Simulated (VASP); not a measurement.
A run of VASP 6.6.1:

Contents of INCAR:

```
SYSTEM = BeCd2S3
  PREC = Normal
  ENCUT = 520
  EDIFF = 1E-4
  ISMEAR = 0
  SIGMA = 0.15
  LREAL = .FALSE.
  LASPH = .TRUE.
  NELM = 60
  ALGO = Fast
  ISIF = 3
  LWAVE = .FALSE.
  LCHARG = .FALSE.
  GGA = PE
  IBRION = 2
  NSW = 24
  EDIFFG = -0.08
```

Contents of KPOINTS:

```
regular mesh
0
G
  4 4 2
  0 0 0
```

The input POSCAR:

```
BeCd2S3
1.0
    4.2082331800      0.0000000000      0.0000000000
   -2.1041165900      3.6444368400      0.0000000000
    0.0000000000      0.0000000000      7.8647791000
Be Cd S
1 2 3
Direct
    0.0000000000      0.0000000000      0.0000000000
    0.6666666700      0.3333333300      0.2480740000
    0.6666666700      0.3333333300      0.7519260000
    0.0000000000      0.0000000000      0.5000000000
    0.3333333300      0.6666666700      0.0000000000
    0.3333333300      0.6666666700      0.5000000000
```

Potentials or basis: VASP PAW PBE potentials, release 64 (Be, Cd, S).

The run is started by

```sh
$ cat potpaw_PBE.64/Be/POTCAR potpaw_PBE.64/Cd/POTCAR potpaw_PBE.64/S/POTCAR > POTCAR
$ mpirun -np 1 vasp_std > vasp.out
```

Hardware: 1 thread of Intel(R) Xeon(R) Platinum 8259CL CPU @ 2.50GHz (Skylake/Cascade Lake), with other jobs on the host.

**Question.** Estimate the wall time of this run.

**Answer.** Run time: 48 s on 1 thread of Intel(R) Xeon(R) Platinum 8259CL CPU @ 2.50GHz (Skylake/Cascade Lake), with other jobs on the host, peak memory 0.18 GiB. Counts: scf iterations 31, k points 8, ion steps 5.
